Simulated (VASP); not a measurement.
The system is NiMoIrPdW.

```
Ni Mo Pd Ir W
1.0
     2.34460   -1.43138    0.00906
     2.34460    1.43138    0.00906
    -2.20600    0.00000   10.92374
Ni Mo Pd Ir W
1 1 1 1 1
Cartesian
  1.6857 0.0000 3.2343
  -0.5221 0.0000 9.9690
  0.0775 0.0000 5.3638
  3.2778 0.0000 1.1936
  1.6891 0.0000 7.5942
```

The cell was built by a generator and needn't be a form met in nature.

| Property | Result |
| --- | --- |
| Program | VASP 6.6.1 |
| Task | relaxation of cell and atoms |
| Functional | PBE |
| Dispersion | TS |
| Potentials or basis | VASP PAW PBE potentials, release 64 (Ni, Mo_sv, Pd, Ir, W_sv) |
| Cutoff | 600 eV |
| k mesh | 11 × 11 × 3 |
| Occupations | fermi-dirac, width 0.05 eV |
| Spin | collinear spin, ferromagnetic start |
| Starting moments | [1.0, 1.0, 0.0, 0.6, 0.0] μB |

At the start: pressure -10.8 GPa; volume 14.68 Å³/atom.

How do energy, volume and symmetry change on relaxing?

Over 36 steps the energy falls by 21.4 meV/atom and the volume is 14.04 Å³/atom (-4.4 %); space group Cm (No. 8, to 0.05 Å); moment 0.00 μB per cell.

The path:
| step | energy change (eV) | largest force (eV/Å) | pressure (GPa) | volume (Å³) |
| --- | --- | --- | --- | --- |
| 1 | 0.0000 | 0.1156 | -10.77 | 73.38 |
| 2 | 0.6682 | 0.9690 | 37.94 | 63.39 |
| 3 | -0.0980 | 0.2310 | -1.11 | 70.61 |
| 4 | -0.0981 | 0.2527 | -0.13 | 70.35 |
| 5 | -0.0979 | 0.2586 | 0.12 | 70.29 |
| 6 | -0.1029 | 0.1431 | 0.11 | 70.19 |
| 7 | -0.1030 | 0.1028 | 0.13 | 70.21 |
| 8 | -0.1051 | 0.0726 | -0.30 | 70.29 |
| 9 | -0.1053 | 0.0674 | -0.38 | 70.30 |
| 10 | -0.1057 | 0.0579 | -0.55 | 70.33 |
| 11 | -0.1055 | 0.0571 | 0.35 | 70.09 |
| 12 | -0.1056 | 0.0533 | 0.25 | 70.13 |
| 13 | -0.1061 | 0.0339 | 0.18 | 70.14 |
| 14 | -0.1065 | 0.0543 | 0.06 | 70.14 |
| 15 | -0.1068 | 0.0352 | 0.00 | 70.18 |
| 16 | -0.1070 | 0.0368 | -0.21 | 70.18 |
| 17 | -0.1069 | 0.0410 | -0.11 | 70.20 |
| 18 | -0.1070 | 0.0508 | -0.26 | 70.24 |
| 19 | -0.1070 | 0.0409 | -0.26 | 70.21 |
| 20 | -0.1066 | 0.0464 | 0.17 | 70.14 |
| 21 | -0.1068 | 0.0388 | 0.02 | 70.17 |
| 22 | -0.1069 | 0.0277 | 0.04 | 70.17 |
| 23 | -0.1069 | 0.0191 | 0.10 | 70.17 |
| 24 | -0.1070 | 0.0137 | 0.08 | 70.17 |
| 25 | -0.1069 | 0.0107 | 0.03 | 70.17 |
| 26 | -0.1070 | 0.0085 | 0.07 | 70.18 |
| 27 | -0.1071 | 0.0064 | 0.03 | 70.21 |
| 28 | -0.1071 | 0.0083 | -0.09 | 70.21 |
| 29 | -0.1072 | 0.0075 | -0.12 | 70.21 |
| 30 | -0.1071 | 0.0069 | -0.04 | 70.21 |
| 31 | -0.1071 | 0.0048 | -0.07 | 70.18 |
| 32 | -0.1067 | 0.0161 | 0.30 | 70.12 |
| 33 | -0.1070 | 0.0053 | 0.08 | 70.17 |
| 34 | -0.1070 | 0.0047 | 0.07 | 70.18 |
| 35 | -0.1070 | 0.0047 | 0.06 | 70.18 |
| 36 | -0.1070 | 0.0047 | 0.04 | 70.18 |

Final structure:
```
Ni Mo Pd Ir W
1.0
     2.32176   -1.39430    0.01188
     2.32176    1.39430    0.01188
    -2.17099    0.00000   10.82891
Ni Mo Pd Ir W
1 1 1 1 1
Direct
  0.49710 0.49710 0.29635
  0.31993 0.31993 0.91215
  0.24969 0.24969 0.48876
  0.74882 0.74882 0.10952
  0.68445 0.68445 0.69323
```

Caveat: atom-pairwise D2, TS and ULG terms overbind metals; pairwise dispersion overbinds metals, which lowers pressure and volume.
